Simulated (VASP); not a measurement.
An input for Ansatz (written as the equivalent of a VASP run, and not itself run):

Ansatz 0.2 input:
```yaml
crystal:
  lattice:
    - [0.0000000, 2.7749167, 2.7749167]
    - [2.7749167, 0.0000000, 2.7749167]
    - [2.7749167, 2.7749167, 0.0000000]
  atoms:
    - { symbol: Ag, position: [0.0000000, 0.0000000, 0.0000000] }
    - { symbol: Cl, position: [0.5000000, 0.5000000, 0.5000000] }
kpoints:
  mp_grid: { grid: [6, 6, 6] }
hamiltonian:
  xc: pbe0
  pseudopotentials: { kind: paw }
scf:
  occupations: { method: gaussian, width: 0.05 }
  max_iter: 60
output: { forces: true, stress: true, eigenvalues: true }
```

Task: Write the VASP files for the same calculation (PBE0).

Result: Several could match; the one computed here: 
**POSCAR**
```
AgCl
2.7749170
  0.0000000000   0.9999999015   0.9999999015
  0.9999999015   0.0000000000   0.9999999015
  0.9999999015   0.9999999015   0.0000000000
Ag Cl
1 1
Cart
  0.0000000000   0.0000000000   0.0000000000
  0.9999999015   0.9999999015   0.9999999015
```

### KPOINTS
```
Automatic mesh
0
Gamma
6 6 6
0 0 0
```

INCAR:
```
LWAVE=.FALSE.
PREC=Accurate
EDIFF=1E-6   # SCF stop (eV)
AEXX=0.25
SIGMA=0.05
ISIF=2   # forces and stress, cell fixed
LMAXMIX=4   # l cut-off of mixed one-centre charges
ISMEAR=0
ISYM=3
LASPH=.TRUE.
LREAL=.FALSE.   # projection in real space or not
SYSTEM=AgCl
LHFCALC=.TRUE.
ENCUT=520
NELM=60
PRECFOCK=Fast
HFRCUT=-1
LCHARG=.FALSE.
ALGO=Normal
GGA=PE
```

POTCAR, in this order: Ag Cl (PBE.64 set). Program: vasp_std. Read from the step before: WAVECAR.

What does not carry over: each code has its own PAW files, so the cut-off isn't converted (ENCUT is set for VASP's; basis.ecutwfc is left out, and Ansatz then takes the one that its files recommend); Ansatz stops its SCF on the density residual and VASP on the energy change (EDIFF).

The compound is AgCl in the rock salt structure. This cell is one point of a volume scan, at 0.97 of the reference volume.
